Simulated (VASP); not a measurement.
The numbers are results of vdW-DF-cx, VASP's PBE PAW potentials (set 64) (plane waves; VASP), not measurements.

VASP input:

### POSCAR
```
InSb
1
    0.0000000000     3.2400000000     3.2400000000
    3.2400000000     0.0000000000     3.2400000000
    3.2400000000     3.2400000000     0.0000000000
In Sb
1 1
Direct
  0.0000000000   0.0000000000   0.0000000000
  0.2500000000   0.2500000000   0.2500000000
```

**KPOINTS**
```
K-points
0
G
  6 6 6
0 0 0
```

INCAR:
```
SYSTEM  =  InSb
PREC  =  Accurate; ENCUT  =  520; LREAL  =  F
LASPH  =  T
EDIFF  =  1E-6; NELM  =  100; ALGO  =  Normal
LMAXMIX  =  4
ISMEAR  =  0; SIGMA  =  0.05
GGA  =  CX; LUSE_VDW  =  T; AGGAC  =  0.0
IBRION  =  2; NSW  =  60; ISIF  =  3
EDIFFG  =  -0.01
LWAVE  =  F; LCHARG  =  F
```

POTCAR, in this order: In_d Sb (PBE.64 set). Program: vasp_std.

Energy and stress use the plane-wave basis of the starting cell. Unless said otherwise, spin-orbit coupling is left out, though it shifts the bands of the heavy elements here.

What does the run give for the energy per atom (σ→0), volume per atom, band gap (on the k-mesh)?

```
Property                                                     Value
------------------------  ----------------------------------------
energy per atom (σ→0)                               -0.987 eV/atom
band gap (on the k-mesh)  none (metal, semimetal or under 0.01 eV)
volume per atom                                      35.03 Å³/atom
```

### OSZICAR
```
...
DAV:   1    -0.199407362569E+01   -0.20350E-01   -0.48711E-01   521   0.138E+01    0.849E-01
DAV:   2    -0.197749247436E+01    0.16581E-01   -0.37521E-02   501   0.441E+00    0.306E-01
DAV:   3    -0.197484419265E+01    0.26483E-02   -0.81677E-03   541   0.182E+00    0.141E-01
DAV:   4    -0.197478810045E+01    0.56092E-04   -0.27475E-04   416   0.160E-01    0.884E-02
DAV:   5    -0.197476070367E+01    0.27397E-04   -0.38986E-05   510   0.625E-02    0.400E-02
DAV:   6    -0.197476179976E+01   -0.10961E-05   -0.11386E-05   583   0.349E-02    0.669E-03
DAV:   7    -0.197476154509E+01    0.25466E-06   -0.69538E-07   303   0.145E-02
   3 F= -.19747615E+01 E0= -.19745830E+01  d E =-.811623E-02
```

The compound is InSb in the zinc blende structure. This run relaxes it. Symmetry was kept, so distortions that lower it aren't found.
